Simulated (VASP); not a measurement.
# CaBiOF in VASP: notebook

The runs below take CaBiOF through single point, with PBE.

Everything below comes from runs of VASP 6.6.1. Logs are shortened: lines on timing, memory, paths and dates and some standing lists are left out, and cuts for length are marked.

**1. Starting point**

The cell holds a amorphous, 8 atoms: a = 5.716 Å, b = 5.373 Å, c = 6.867 Å, α = 95.19°, β = 92.29°, γ = 98.32°.

The cell was built by a generator and needn't be a form met in nature.

**2. Single point, PBE**

Contents of INCAR:

```
PREC = Accurate
ENCUT = 520
EDIFF = 1E-6
ISMEAR = 0
SIGMA = 0.1
LREAL = False
LASPH = True
NELM = 100
ALGO = Fast
ISIF = 2
LWAVE = False
LCHARG = True
GGA = PE
LELF = True
LVHAR = True
NBANDS = 48
```

Contents of KPOINTS:

```
regular mesh
0
Gamma
  3 3 2
```

Contents of POSCAR:

```
CaBiOF
1.0
    5.6439740000     -0.6705450000     -0.6045590000
   -0.0855120000      5.3347530000      0.6357110000
    0.2719140000     -1.4213210000      6.7132600000
O Bi F Ca
2 2 2 2
Direct
    0.3032534096      0.4529363866      0.1818594743
    0.6842209307      0.9597728742      0.4945753253
    0.3052972480      0.7411967189      0.6539401560
    0.0180571999      0.7983312210      0.2591868487
    0.0451901742      0.3191277392      0.4169519894
    0.0650646085      0.0682003374      0.8417072614
    0.7751113684      0.4370986645      0.7306198665
    0.5500335973      0.0358724405      0.0953397093
```

Potentials or basis: VASP PAW PBE potentials, release 64 (O, Bi_d, F, Ca_sv).

Launch:

```
$ cat potpaw_PBE.64/O/POTCAR potpaw_PBE.64/Bi_d/POTCAR potpaw_PBE.64/F/POTCAR potpaw_PBE.64/Ca_sv/POTCAR > POTCAR
$ mpirun -np 1 vasp_std > vasp.out
```

OUTCAR:

```text
PREC = Accurate
   ENCUT = 520
   EDIFF = 1E-6
   ISMEAR = 0
   LREAL = False
   LASPH = True
   NELM = 100
   ISIF = 2
   GGA = PE

 ion  position               nearest neighbor table
   1  0.303  0.453  0.182-   4 2.67
   2  0.684  0.960  0.495-   3 2.64   4 2.73
   3  0.305  0.741  0.654-   2 2.64   6 2.66   5 2.86   4 3.17   7 3.31   7 3.39   8 3.44
   4  0.018  0.798  0.259-   1 2.67   2 2.73   5 2.89   5 2.90   3 3.17   8 3.33   8 3.40
   5  0.045  0.319  0.417-   3 2.86   4 2.89   4 2.90
   6  0.065  0.068  0.842-   3 2.66
   7  0.775  0.437  0.731-   3 3.31   3 3.39
   8  0.550  0.036  0.095-   4 3.33   4 3.40   3 3.44

  LATTYP: Found a triclinic cell.
 ALAT       =     5.3731769326
 B/A-ratio  =     2.5924246072
 C/A-ratio  =     1.5499376533
 COS(alpha) =     0.0105785746
 COS(beta)  =     0.5705932269
 COS(gamma) =     0.7566990174

  Lattice vectors:

 A1 = (   0.0855120000,  -5.3347530000,  -0.6357110000)
 A2 = (  -5.2010360000, -11.4202820000,   6.0463970000)
 A3 = (  -0.1864020000,  -3.9134320000,  -7.3489710000)

Analysis of symmetry for initial positions (statically):
=====================================================================
 Subroutine PRICEL returns:
 Original cell was already a primitive cell.

 Routine SETGRP: Setting up the symmetry group for a
 triclinic supercell.

 Subroutine GETGRP returns: Found  1 space group operations
 (whereof  1 operations were pure point group operations)
 out of a pool of  2 trial point group operations.

The static configuration has the point symmetry C_1 .

Analysis of symmetry for dynamics (positions and initial velocities):
=====================================================================
 Subroutine PRICEL returns:
 Original cell was already a primitive cell.

 Routine SETGRP: Setting up the symmetry group for a
 triclinic supercell.

 Subroutine GETGRP returns: Found  1 space group operations
 (whereof  1 operations were pure point group operations)
 out of a pool of  2 trial point group operations.

The dynamic configuration has the point symmetry C_1 .

 Subroutine INISYM returns: Found  1 space group operations
 (whereof  1 operations are pure point group operations),
 and found     1 'primitive' translations

[... 93 lines left out ...]
   EDIFFG = 0.1E-04   stopping-criterion for IOM
   NSW    =      0    number of steps for IOM
   IBRION =     -1    ionic relax: 0-MD 1-quasi-New 2-CG
   NFREE  =      0    steps in history (QN), initial steepest desc. (CG)
   ISIF   =      2    stress and relaxation
   ISYM   =      2    0-nonsym 1-usesym 2-fastsym
   POTIM  = 0.5000    time-step for ionic-motion
   TEBEG  =    0.0;   TEEND  =   0.0 temperature during run
   PSTRESS=    0.0 pullay stress
   NELECT =      76.0000    total number of electrons
   NUPDOWN=      -1.0000    fix difference up-down
   EMIN   =  10.00;   EMAX   =-10.00  energy-range for DOS
   EFERMI =   0.00;   METHOD = LEGACY
   ISMEAR =     0;   SIGMA  =   0.10  broadening in eV -4-tet -1-fermi 0-gaus
   EFERMI_NEDOS =   21; number of points for ismear=-14 and -15
   IALGO  =     68    algorithm
   IMIX   =      4    mixing-type and parameters
     AMIX     =   0.40;   BMIX     =  1.00
     AMIX_MAG =   1.60;   BMIX_MAG =  1.00
  volume/ion in A,a.u.               =      25.94       175.06
  Fermi-wavevector in a.u.,A,eV,Ry     =   1.171252  2.213344 18.664882  1.371830
  Thomas-Fermi vector in A             =   2.307698
   LORBIT       =      0    0 simple, 1 ext, 2 COOP (PROOUT), +10 PAW based schemes
   GGA     = PE    functional components
   LHFCALC =     F    Hartree Fock is set to
   AEXX    =    0.0000 exact exchange contribution
   IVDW    =     0    specifies the selected vdW correction
   LEPSILON=     F    determine dielectric tensor
   LRPA    =     F    only Hartree local field effects (RPA)
 non-spin polarized calculation
 RMM-DIIS sequential band-by-band and
 Gauss-broadening in eV      SIGMA  =   0.10
  energy-cutoff  :      520.00
  volume of cell :      207.53
 maximum number of plane-waves:      5607
 NGX is ok and might be reduce to    42
   NGX = 21   NGY = 19   NGZ = 25

 number of electron      76.0000014 magnetization

 Free energy of the ion-electron system (eV)
  ---------------------------------------------------
  ext. energy  EPLUGINS =         0.00000000
  ---------------------------------------------------
  free energy    TOTEN  =       -31.94748646 eV

  energy without entropy =      -31.91991325  energy(sigma->0) =      -31.93369986

 E-fermi :   2.3412     XC(G=0):  -8.3931

 val. band max:        2.3294632659   @ k =  -0.3333   0.3333   0.5000
 cond. band min:       2.3769292871   @ k =  -0.3333   0.3333   0.0000
 fundamental gap:      0.0474660212
 Fermi energy:         2.3411890411

 k-point     1 :       0.0000    0.0000    0.0000
  band No.  band energies     occupation
      1     -40.0643      2.00000
      2     -39.8008      2.00000
      3     -21.0963      2.00000
      4     -21.0755      2.00000
      5     -20.9303      2.00000
      6     -20.9177      2.00000
[... 499 lines left out ...]
     47       5.3143      0.00000
     48       5.7127      0.00000

------------------------ aborting loop because EDIFF is reached ----------------------------------------

  FORCE on cell =-STRESS in cart. coord.  units (eV):
  Direction    XX          YY          ZZ          XY          YZ          ZX
  --------------------------------------------------------------------------------------
  -------------------------------------------------------------------------------------
  Total       -8.0318507    -15.6853813    -11.2598877      6.0119818     -4.4631506      2.3139055
  in kB      -62.0067032   -121.0927374    -86.9274776     46.4131101    -34.4559759     17.8635856
  external PRESSURE =     -90.0089727 kB  Pullay stress =       0.0000000 kB

 VOLUME and BASIS-vectors are now :
 -----------------------------------------------------------------------------
  energy-cutoff  :      520.00
  volume of cell :      207.53
      direct lattice vectors                 reciprocal lattice vectors
     5.643974000 -0.670545000 -0.604559000     0.176921740  0.003599053 -0.006404055
    -0.085512000  5.334753000  0.635711000     0.025831123  0.183362732  0.037775009
     0.271914000 -1.421321000  6.713260000     0.013486518 -0.017039392  0.144805114

 POSITION                                       TOTAL-FORCE (eV/Angst)
 -----------------------------------------------------------------------------------
      1.72227      1.95448      1.32547         0.756588      1.254609     -0.934755
      3.91414      3.95840      3.51670        -1.091537     -0.579212     -0.032212
      1.83752      2.81993      4.67669         0.834799      1.468747     -1.405186
      0.10412      3.87840      2.23658         0.806815     -1.037230      1.047171
      0.34114      1.07954      2.97466        -1.196385      0.044510      1.160969
      0.59026     -0.87613      5.65462        -0.235251     -0.365652      0.211205
      4.53600      0.77362      4.71411         0.867355     -1.065692     -1.873340
      3.12723     -0.31296      0.33032        -0.742384      0.279920      1.826148
 -----------------------------------------------------------------------------------
    total drift:                               -0.002508     -0.002980     -0.000582

  FREE ENERGIE OF THE ION-ELECTRON SYSTEM (eV)
  ---------------------------------------------------
  free  energy   TOTEN  =       -31.9474864597 eV

  energy  without entropy=      -31.9199132514  energy(sigma->0) =      -31.93369986
```

stdout:

```text
POSCAR found type information on POSCAR O BiF Ca
 POSCAR found :  4 types and       8 ions
 scaLAPACK will be used
 LDA part: xc-table for (Slater+PW92), standard interpolation
 POSCAR, INCAR and KPOINTS ok, starting setup
 FFT: planning ... GRIDC
 FFT: planning ... GRID_SOFT
 FFT: planning ... GRID
 WAVECAR not read
 entering main loop
WARNING in EDDRMM: call to ZHEGV failed, returncode =   8  4     10
WARNING in EDDRMM: call to ZHEGV failed, returncode =   8  4      8
WARNING in EDDRMM: call to ZHEGV failed, returncode =   8  4      5
WARNING in EDDRMM: call to ZHEGV failed, returncode =   8  4      7
WARNING in EDDRMM: call to ZHEGV failed, returncode =   6  3     27
```

It took 3.1 min on 1 thread of Intel Xeon 6975P-C (Granite Rapids), shared host; peak memory 0.37 GiB.

What came out:

| Property | Result |
| --- | --- |
| Free energy | -31.9475 eV |
| Pressure | -9.0 GPa |
| Largest force | 2.323 eV/Å |
| Band gap on the k mesh | none (metal or under the smearing width) |

Forces on the atoms (eV/Å):
```
O    0.757  1.255 -0.935
O   -1.092 -0.579 -0.032
Bi   0.835  1.469 -1.405
Bi   0.807 -1.037  1.047
F   -1.196  0.045  1.161
F   -0.235 -0.366  0.211
Ca   0.867 -1.066 -1.873
Ca  -0.742  0.280  1.826
```

Caveat: the k mesh is coarse (spacing up to 0.46 Å⁻¹), so the values aren't converged; spin-orbit coupling is left out, which moves the levels of the heavy elements.

**3. Single point, PBE**

Contents of INCAR:

```
ALGO     = Fast           # electronic algorithm
EDIFF    = 1E-6           # SCF threshold, eV
ENCUT    = 520            # plane-wave cutoff, eV
GGA      = PE             # functional
ISIF     = 2              # what is computed and relaxed
ISMEAR   = 0              # smearing method
LASPH    = True           # aspherical terms in the spheres
LCHARG   = True           # write CHGCAR
LELF     = True           # ELF
LREAL    = False          # projectors in reciprocal space
LVHAR    = True         
LWAVE    = False          # write WAVECAR
NBANDS   = 48             # bands
NELM     = 100            # most SCF steps
PREC     = Accurate       # precision mode
SIGMA    = 0.1            # smearing width, eV
```

Contents of KPOINTS:

```
k-points
0
Gamma
  3 3 2
```

Contents of POSCAR:

```
CaBiOF
1.0
    5.6439740000     -0.6705450000     -0.6045590000
   -0.0855120000      5.3347530000      0.6357110000
    0.2719140000     -1.4213210000      6.7132600000
O Bi F Ca
2 2 2 2
Direct
    0.3120441834      0.4653693775      0.1713976052
    0.6720915940      0.9538865424      0.4959776404
    0.3051255443      0.7399641278      0.6529056015
    0.0187891232      0.8003351349      0.2602327758
    0.0347693383      0.3222027732      0.4245274679
    0.0620800429      0.0569383764      0.8496685212
    0.7825608998      0.4316811570      0.7222119767
    0.5473498238      0.0385351053      0.0999398313
```

Potentials or basis: VASP PAW PBE potentials, release 64 (O, Bi_d, F, Ca_sv).

Launch:

```
$ cat potpaw_PBE.64/O/POTCAR potpaw_PBE.64/Bi_d/POTCAR potpaw_PBE.64/F/POTCAR potpaw_PBE.64/Ca_sv/POTCAR > POTCAR
$ mpirun -np 1 vasp_std > vasp.out
```

It took 3.9 min on 1 thread of Intel Xeon 6975P-C (Granite Rapids), shared host; peak memory 0.37 GiB.

The run converged. Its results:

```yaml
Free_energy: -32.6306 eV
Pressure: -9.3 GPa
Largest_force: 2.379 eV/Å
Band_gap_on_the_k_mesh: none (metal or under the smearing width)
```

Forces on the atoms (eV/Å):
```
O    0.457  1.148 -0.631
O   -1.057 -0.500  0.127
Bi   1.041  1.594 -1.427
Bi   0.865 -1.130  0.896
F   -1.052  0.189  1.059
F   -0.236 -0.382  0.154
Ca   0.749 -1.146 -1.890
Ca  -0.768  0.228  1.712
```

Stress tensor (GPa, compression positive):
```
 -6.38   4.50   1.99
  4.50 -12.33  -2.95
  1.99  -2.95  -9.05
```

Levels at points of the mesh, in eV from the Fermi level:
| k point | band 35 | band 36 | band 37 | band 38 | band 39 | band 40 | band 41 | band 42 |
| --- | --- | --- | --- | --- | --- | --- | --- | --- |
| (0.00, 0.00, 0.00) | -1.72 | -0.82 | -0.60 | 0.13 | 0.31 | 0.57 | 0.97 | 1.62 |
| (0.00, 0.00, 0.50) | -1.53 | -0.95 | -0.78 | -0.04 | 0.11 | 0.74 | 0.86 | 1.46 |

Caveat: the k mesh is coarse (spacing up to 0.46 Å⁻¹), so the values aren't converged; spin-orbit coupling is left out, which moves the levels of the heavy elements.
